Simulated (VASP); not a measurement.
A convergence study with VASP on SrTiO₃ (cubic perovskite): one setting is varied, all else stays as given below, so the limit is that of these other settings. The cell's lengths are 1 % over those of the tabulated start and one atom is moved, so it is off equilibrium.

```
SrTiO3
1.0
    3.94405     0.00000     0.00000
    0.00000     3.94405     0.00000
    0.00000     0.00000     3.94405
Sr Ti O
1 1 3
Cartesian
  0.00000   0.00000   0.00000
  1.97202   1.97202   1.97202
  1.97202   0.00000   1.97202
  0.00000   1.97202   1.97202
  2.03263   1.97202   0.00000
```

Level of theory: LDA (Ceperley-Alder, Perdew-Zunger), VASP's LDA PAW potentials (set 64) (plane waves; VASP). The tightest run used: 1000 eV cut-off, 6×6×6 Γ-centred mesh, Gaussian smearing of 0.050 eV, potentials Sr_sv Ti_sv O.

Gaps are read on the run's mesh, which can miss a band edge.

Question: The settings run are ENCUT = 250; ENCUT = 350; ENCUT = 450; ENCUT = 550; ENCUT = 650; ENCUT = 700; ENCUT = 750; ENCUT = 800; ENCUT = 850; ENCUT = 1000. From which on does the stress (every component) stay within 0.5 GPa of the tightest run?

Answer: From ENCUT = 550 on: it is off by 0.17 there and by no more than 0.5 in any finer run, while ENCUT = 450 is off by 1.29.
```tsv
setting	E (eV/atom)	pressure (GPa)	largest force (eV/Å)	gap on the mesh (eV)	plane waves	difference judged (GPa)
ENCUT = 250	-9.0291	-89.84	0.346	1.828	560	78.86
ENCUT = 350	-8.8334	-25.78	0.315	1.700	931	14.79
ENCUT = 450	-8.8092	-12.28	0.311	1.695	1357	1.29
ENCUT = 550	-8.8073	-11.16	0.311	1.694	1856	0.17
ENCUT = 650	-8.8095	-11.39	0.311	1.695	2332	0.39
ENCUT = 700	-8.8104	-11.35	0.311	1.695	2601	0.36
ENCUT = 750	-8.8110	-11.24	0.311	1.696	2897	0.25
ENCUT = 800	-8.8113	-11.13	0.311	1.696	3178	0.14
ENCUT = 850	-8.8114	-11.06	0.311	1.696	3483	0.07
ENCUT = 1000	-8.8114	-10.99	0.311	1.696	4436	0.00
```

Left out are rungs that failed or repeat a setting and relaxations that didn't move; long series are thinned to 24 rows.

The compound is SrTiO3 in the cubic perovskite structure, the ideal cubic form; the compound distorts at low or room temperature. The cell was not relaxed at this level, it is distorted from the ideal structure.
